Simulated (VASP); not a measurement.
Consider the following.

```yaml
crystal:
  lattice:
    - [0.00000, 2.77650, 2.77650]
    - [2.77650, 0.00000, 2.77650]
    - [2.77650, 2.77650, 0.00000]
  atoms:
    - { symbol: Be, position: [0.00000, 0.00000, 0.00000] }
    - { symbol: Te, position: [0.25000, 0.25000, 0.25000] }
```

All values below come from PBE GGA, VASP's PBE PAW potentials (set 64) (plane waves; VASP 6.6.1). Numerical set-up: 520 eV cut-off, 8×8×8 Γ-centred mesh, Gaussian smearing of 0.050 eV, potentials Be Te.

Unless said otherwise, spin-orbit coupling is left out, though it shifts the bands of the heavy elements here.

Task: Estimate the energy per atom (σ→0), pressure, band gap (on the k-mesh) with the smallest direct gap where there is one.

Result: 
| Property | Value |
|---|---|
| band gap (on the k-mesh) | 1.87 eV |
| smallest direct gap (on the k-mesh) | 3.57 eV |
| energy per atom (σ→0) | -3.796 eV/atom |
| pressure | 3.94 GPa |

The absolute energy has meaning only against runs of the same code, potentials and settings.

The compound is BeTe in the zinc blende structure. This cell is one point of a volume scan, at 0.94 of the reference volume.
